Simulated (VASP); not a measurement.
Method: PBE GGA, VASP's PBE PAW potentials (set 64) (plane waves; VASP).

VASP ran on this input.

KPOINTS:
```
Automatic mesh
0
Gamma
5 5 3
0 0 0
```

File POSCAR:
```
Pr
1
    3.6655110000     0.0000000000     0.0000000000
   -1.8327560000     3.1744260000     0.0000000000
    0.0000000000     0.0000000000     5.9513010000
Pr
2
Direct
  0.3333330000   0.6666670000   0.2500000000
  0.6666670000   0.3333330000   0.7500000000
```

**INCAR**
```
LWAVE = .FALSE.
PREC = Accurate
ISIF = 2   # forces and stress, cell fixed
MAGMOM = 2*2.0
SIGMA = 0.272
LMAXMIX = 6   # l cut-off of mixed one-centre charges
EDIFF = 1E-6
NELM = 100   # most electronic steps
ALGO = Normal
ENCUT = 300
LORBIT = 11
LREAL = .FALSE.   # projection in real space or not
ISMEAR = 0   # Gaussian
ISPIN = 2   # spin-polarised
SYSTEM = Pr
LCHARG = .FALSE.
LASPH = .TRUE.
GGA = PE   # PBE
```

POTCAR, in this order: Pr (PBE.64 set). Program: vasp_std.

Output of the run:

OSZICAR:
```
...
DAV:  12    -0.109245127099E+02   -0.99282E-01   -0.91006E-01  1216   0.686E+00    0.633E+00
DAV:  13    -0.109225969561E+02    0.19158E-02   -0.17226E-01  1421   0.225E+00    0.361E+00
DAV:  14    -0.109166243680E+02    0.59726E-02   -0.18838E-01  1224   0.266E+00    0.757E-01
DAV:  15    -0.109321148840E+02   -0.15491E-01   -0.11772E-01  1514   0.115E+00    0.923E-01
DAV:  16    -0.109067628584E+02    0.25352E-01   -0.80622E-02  1256   0.145E+00    0.114E+00
DAV:  17    -0.109408449043E+02   -0.34082E-01   -0.80968E-02  1424   0.115E+00    0.977E-01
DAV:  18    -0.109475859406E+02   -0.67410E-02   -0.58530E-02  1352   0.531E-01    0.859E-01
DAV:  19    -0.109504569845E+02   -0.28710E-02   -0.45403E-02  1440   0.434E-01    0.787E-01
DAV:  20    -0.109733929462E+02   -0.22936E-01   -0.58419E-02  1240   0.834E-01    0.108E+00
DAV:  21    -0.109802065535E+02   -0.68136E-02   -0.46624E-02  1448   0.578E-01    0.113E+00
DAV:  22    -0.110068146899E+02   -0.26608E-01   -0.10361E-01  1336   0.142E+00    0.188E+00
DAV:  23    -0.110164257586E+02   -0.96111E-02   -0.63356E-02  1488   0.737E-01    0.161E+00
DAV:  24    -0.110184366689E+02   -0.20109E-02   -0.46406E-02  1464   0.465E-01    0.175E+00
DAV:  25    -0.110317957653E+02   -0.13359E-01   -0.94111E-02  1312   0.151E+00    0.152E+00
DAV:  26    -0.110110496889E+02    0.20746E-01   -0.51826E-02  1314   0.145E+00    0.851E-01
DAV:  27    -0.110141790608E+02   -0.31294E-02   -0.27787E-02  1392   0.429E-01    0.750E-01
DAV:  28    -0.110227612657E+02   -0.85822E-02   -0.21141E-02  1368   0.320E-01    0.729E-01
DAV:  29    -0.110217492105E+02    0.10121E-02   -0.17536E-02  1328   0.213E-01    0.751E-01
DAV:  30    -0.110306534246E+02   -0.89042E-02   -0.17928E-02  1272   0.366E-01    0.645E-01
DAV:  31    -0.110512609843E+02   -0.20608E-01   -0.39027E-02  1288   0.966E-01    0.617E-01
DAV:  32    -0.110624007344E+02   -0.11140E-01   -0.49628E-02  1272   0.105E+00    0.425E-01
DAV:  33    -0.110679213382E+02   -0.55206E-02   -0.51404E-02  1368   0.102E+00    0.352E-01
DAV:  34    -0.110734390668E+02   -0.55177E-02   -0.33799E-02  1432   0.608E-01    0.263E-01
DAV:  35    -0.110769792212E+02   -0.35402E-02   -0.20500E-02  1456   0.386E-01    0.227E-01
DAV:  36    -0.110777010686E+02   -0.72185E-03   -0.14416E-02  1312   0.279E-01    0.279E-01
DAV:  37    -0.110800839760E+02   -0.23829E-02   -0.12547E-02  1344   0.324E-01    0.376E-01
DAV:  38    -0.110761184179E+02    0.39656E-02   -0.10079E-02  1296   0.503E-01    0.404E-01
DAV:  39    -0.110798121945E+02   -0.36938E-02   -0.62386E-03  1368   0.296E-01    0.346E-01
DAV:  40    -0.110807489400E+02   -0.93675E-03   -0.44689E-03  1349   0.174E-01    0.317E-01
DAV:  41    -0.110813527246E+02   -0.60378E-03   -0.34724E-03  1376   0.141E-01    0.289E-01
DAV:  42    -0.110813503520E+02    0.23726E-05   -0.26213E-03  1322   0.124E-01    0.277E-01
DAV:  43    -0.110822389277E+02   -0.88858E-03   -0.26070E-03  1256   0.106E-01    0.283E-01
DAV:  44    -0.110824932823E+02   -0.25435E-03   -0.28319E-03  1045   0.550E-02    0.248E-01
DAV:  45    -0.110833540515E+02   -0.86077E-03   -0.26354E-03  1352   0.137E-01    0.210E-01
DAV:  46    -0.110837247824E+02   -0.37073E-03   -0.20467E-03  1362   0.722E-02    0.183E-01
DAV:  47    -0.110842928078E+02   -0.56803E-03   -0.21610E-03  1320   0.121E-01    0.121E-01
DAV:  48    -0.110845509435E+02   -0.25814E-03   -0.18302E-03  1381   0.854E-02    0.857E-02
DAV:  49    -0.110849711025E+02   -0.42016E-03   -0.25496E-03  1248   0.207E-01    0.671E-02
DAV:  50    -0.110851865088E+02   -0.21541E-03   -0.16296E-03  1458   0.918E-02    0.288E-02
DAV:  51    -0.110853289184E+02   -0.14241E-03   -0.13739E-03  1184   0.487E-02    0.334E-02
DAV:  52    -0.110854253225E+02   -0.96404E-04   -0.11151E-03   967   0.398E-02    0.280E-02
DAV:  53    -0.110854998734E+02   -0.74551E-04   -0.89797E-04   911   0.314E-02    0.227E-02
DAV:  54    -0.110855784590E+02   -0.78586E-04   -0.74574E-04   823   0.260E-02    0.227E-02
DAV:  55    -0.110856400629E+02   -0.61604E-04   -0.61238E-04   791   0.173E-02    0.223E-02
DAV:  56    -0.110856950299E+02   -0.54967E-04   -0.52205E-04   775   0.194E-02    0.241E-02
DAV:  57    -0.110857456031E+02   -0.50573E-04   -0.45097E-04   767   0.146E-02    0.283E-02
DAV:  58    -0.110857869516E+02   -0.41349E-04   -0.41721E-04   791   0.136E-02    0.292E-02
DAV:  59    -0.110858349832E+02   -0.48032E-04   -0.40876E-04   800   0.160E-02    0.269E-02
DAV:  60    -0.110858777757E+02   -0.42793E-04   -0.43457E-04   738   0.127E-02    0.267E-02
DAV:  61    -0.110858983447E+02   -0.20569E-04   -0.47251E-04   992   0.273E-02    0.389E-02
DAV:  62    -0.110859678978E+02   -0.69553E-04   -0.52596E-04   735   0.205E-02    0.343E-02
DAV:  63    -0.110860381394E+02   -0.70242E-04   -0.58252E-04   710   0.135E-02    0.344E-02
DAV:  64    -0.110861106425E+02   -0.72503E-04   -0.70835E-04   663   0.147E-02    0.349E-02
DAV:  65    -0.110861635682E+02   -0.52926E-04   -0.65005E-04   698   0.155E-02    0.400E-02
DAV:  66    -0.110862436964E+02   -0.80128E-04   -0.60783E-04   677   0.184E-02    0.437E-02
DAV:  67    -0.110862978788E+02   -0.54182E-04   -0.55628E-04   602   0.105E-02    0.464E-02
DAV:  68    -0.110863490394E+02   -0.51161E-04   -0.50247E-04   590   0.126E-02    0.480E-02
DAV:  69    -0.110863974661E+02   -0.48427E-04   -0.45727E-04   611   0.102E-02    0.502E-02
DAV:  70    -0.110864423604E+02   -0.44894E-04   -0.41885E-04   644   0.160E-02    0.435E-02
DAV:  71    -0.110864980425E+02   -0.55682E-04   -0.40345E-04   992   0.228E-02    0.333E-02
DAV:  72    -0.110865324136E+02   -0.34371E-04   -0.38542E-04   690   0.219E-02    0.357E-02
DAV:  73    -0.110865814002E+02   -0.48987E-04   -0.38844E-04   692   0.189E-02    0.335E-02
DAV:  74    -0.110866202081E+02   -0.38808E-04   -0.40390E-04   684   0.234E-02    0.308E-02
DAV:  75    -0.110866699734E+02   -0.49765E-04   -0.43016E-04   701   0.168E-02    0.277E-02
DAV:  76    -0.110867174111E+02   -0.47438E-04   -0.46909E-04   793   0.215E-02    0.259E-02
DAV:  77    -0.110867683198E+02   -0.50909E-04   -0.50935E-04   563   0.108E-02    0.259E-02
DAV:  78    -0.110868299676E+02   -0.61648E-04   -0.56328E-04   612   0.190E-02    0.228E-02
DAV:  79    -0.110868930866E+02   -0.63119E-04   -0.61250E-04   701   0.133E-02    0.216E-02
DAV:  80    -0.110869622653E+02   -0.69179E-04   -0.65723E-04   593   0.184E-02    0.223E-02
DAV:  81    -0.110870341358E+02   -0.71871E-04   -0.70003E-04   651   0.138E-02    0.227E-02
DAV:  82    -0.110871068027E+02   -0.72667E-04   -0.72904E-04   571   0.166E-02    0.234E-02
DAV:  83    -0.110871841046E+02   -0.77302E-04   -0.74728E-04   619   0.133E-02    0.245E-02
DAV:  84    -0.110872571372E+02   -0.73033E-04   -0.73676E-04   563   0.148E-02    0.266E-02
DAV:  85    -0.110873330132E+02   -0.75876E-04   -0.72696E-04   603   0.131E-02    0.270E-02
DAV:  86    -0.110874032505E+02   -0.70237E-04   -0.68655E-04   639   0.147E-02    0.286E-02
DAV:  87    -0.110874656486E+02   -0.62398E-04   -0.63398E-04   536   0.112E-02    0.303E-02
DAV:  88    -0.110875239231E+02   -0.58274E-04   -0.59059E-04   539   0.133E-02    0.308E-02
DAV:  89    -0.110875689347E+02   -0.45012E-04   -0.51931E-04   530   0.126E-02    0.321E-02
DAV:  90    -0.110876111690E+02   -0.42234E-04   -0.45330E-04   530   0.117E-02    0.335E-02
DAV:  91    -0.110876491713E+02   -0.38002E-04   -0.39803E-04   530   0.111E-02    0.329E-02
DAV:  92    -0.110876826001E+02   -0.33429E-04   -0.34231E-04   530   0.108E-02    0.340E-02
DAV:  93    -0.110877105007E+02   -0.27901E-04   -0.29091E-04   530   0.891E-03    0.349E-02
DAV:  94    -0.110877355061E+02   -0.25005E-04   -0.24658E-04   530   0.899E-03    0.369E-02
DAV:  95    -0.110877525311E+02   -0.17025E-04   -0.20776E-04   530   0.793E-03    0.383E-02
DAV:  96    -0.110877556812E+02   -0.31501E-05   -0.17563E-04   602   0.136E-02    0.424E-02
DAV:  97    -0.110877692515E+02   -0.13570E-04   -0.14625E-04   692   0.115E-02    0.442E-02
DAV:  98    -0.110877844745E+02   -0.15223E-04   -0.11949E-04   537   0.828E-03    0.439E-02
DAV:  99    -0.110877930187E+02   -0.85443E-05   -0.98593E-05   512   0.576E-03    0.439E-02
DAV: 100    -0.110878046678E+02   -0.11649E-04   -0.82235E-05   512   0.657E-03
   1 F= -.11087805E+02 E0= -.10833107E+02  d E =-.509396E+00  mag=     5.7726
```

OUTCAR:
```
------------------------ aborting loop EDIFF was not reached (unconverged)  ----------------------------
  FORCE on cell =-STRESS in cart. coord.  units (eV):
  Direction    XX          YY          ZZ          XY          YZ          ZX
  --------------------------------------------------------------------------------------
  Total       -0.6684439     -0.6684441     -0.9677663      0.0000001      0.0000000      0.0000000
  in kB      -15.4654983    -15.4655018    -22.3907901      0.0000024      0.0000000      0.0000000
  external PRESSURE =     -17.7739301 kB  Pullay stress =       0.0000000 kB
  volume of cell :       69.25
      direct lattice vectors                 reciprocal lattice vectors
     3.665511000  0.000000000  0.000000000     0.272813259  0.157508834  0.000000000
    -1.832756000  3.174426000  0.000000000     0.000000000  0.315017581  0.000000000
     0.000000000  0.000000000  5.951301000     0.000000000  0.000000000  0.168030486
 POSITION                                       TOTAL-FORCE (eV/Angst)
 -----------------------------------------------------------------------------------
     -0.00000      2.11629      1.48783        -0.000000      0.000000      0.000000
      1.83276      1.05814      4.46348         0.000000      0.000000      0.000000
 -----------------------------------------------------------------------------------
    total drift:                                0.000442     -0.000255      0.000655
  FREE ENERGIE OF THE ION-ELECTRON SYSTEM (eV)
  ---------------------------------------------------
  free  energy   TOTEN  =       -11.0878046678 eV

  energy  without entropy=      -10.5784086003  energy(sigma->0) =      -10.83310663

 total charge

# of ion       s       p       d       f       tot
--------------------------------------------------
    1        1.983   5.294   0.588   2.167  10.032
    2        1.983   5.294   0.588   2.167  10.032
--------------------------------------------------
tot          3.967  10.587   1.177   4.334  20.065

 magnetization (x)

# of ion       s       p       d       f       tot
--------------------------------------------------
    1       -0.009  -0.030   0.191   2.120   2.272
    2       -0.009  -0.030   0.191   2.120   2.272
--------------------------------------------------
tot         -0.019  -0.060   0.382   4.240   4.543
```
(Selected blocks of OUTCAR.)

### stdout
```
...
 -----------------------------------------------------------------------------
|                                                                             |
|           W    W    AA    RRRRR   N    N  II  N    N   GGGG   !!!           |
|           W    W   A  A   R    R  NN   N  II  NN   N  G    G  !!!           |
|           W    W  A    A  R    R  N N  N  II  N N  N  G       !!!           |
|           W WW W  AAAAAA  RRRRR   N  N N  II  N  N N  G  GGG   !            |
|           WW  WW  A    A  R   R   N   NN  II  N   NN  G    G                |
|           W    W  A    A  R    R  N    N  II  N    N   GGGG   !!!           |
|                                                                             |
|     The electronic self-consistency was not achieved in the given           |
|     number of steps (NELM). The forces and other quantities evaluated       |
|     might not be reliable so examine the results carefully. If you find     |
|     spurious results, we suggest increasing NELM, if you were close to      |
|     convergence or switching to a different ALGO or adjusting the           |
|     density mixing parameters otherwise.                                    |
|                                                                             |
 -----------------------------------------------------------------------------

 -----------------------------------------------------------------------------
|                                                                             |
|           W    W    AA    RRRRR   N    N  II  N    N   GGGG   !!!           |
|           W    W   A  A   R    R  NN   N  II  NN   N  G    G  !!!           |
|           W    W  A    A  R    R  N N  N  II  N N  N  G       !!!           |
|           W WW W  AAAAAA  RRRRR   N  N N  II  N  N N  G  GGG   !            |
|           WW  WW  A    A  R   R   N   NN  II  N   NN  G    G                |
|           W    W  A    A  R    R  N    N  II  N    N   GGGG   !!!           |
|                                                                             |
|     Your highest band is occupied at some k-points! Unless you are          |
|     performing a calculation for an insulator or semiconductor, without     |
|     unoccupied bands, you have included TOO FEW BANDS!! Please increase     |
|     the parameter NBANDS in file INCAR to ensure that the highest band      |
|     is unoccupied at all k-points. It is always recommended to include      |
|     a few unoccupied bands to accelerate the convergence of                 |
|     molecular-dynamics runs (even for insulators or semiconductors),        |
|     since the presence of unoccupied bands improves wavefunction            |
|     prediction and helps to suppress 'band-crossings'.                      |
|                                                                             |
 -----------------------------------------------------------------------------

   1 F= -.11087805E+02 E0= -.10833107E+02  d E =-.509396E+00  mag=     5.7726
```

The run did not converge; its last values are not results.

At this cut-off the stress carries a Pulay error, which pulls relaxed volumes low.

The structure was generated: Pr was put into an ordered model structure, which need not be its known phase. The cell was not relaxed at this level. The k-mesh is coarse (spacing up to 0.40 per Å, 2π included), so the numbers may not be converged in it. The run is one of a series of settings (KPOINTS 5×5×3 Γ-centred mesh against the base run), some of them coarse on purpose. VASP warned that the highest band is occupied, so more bands are needed.
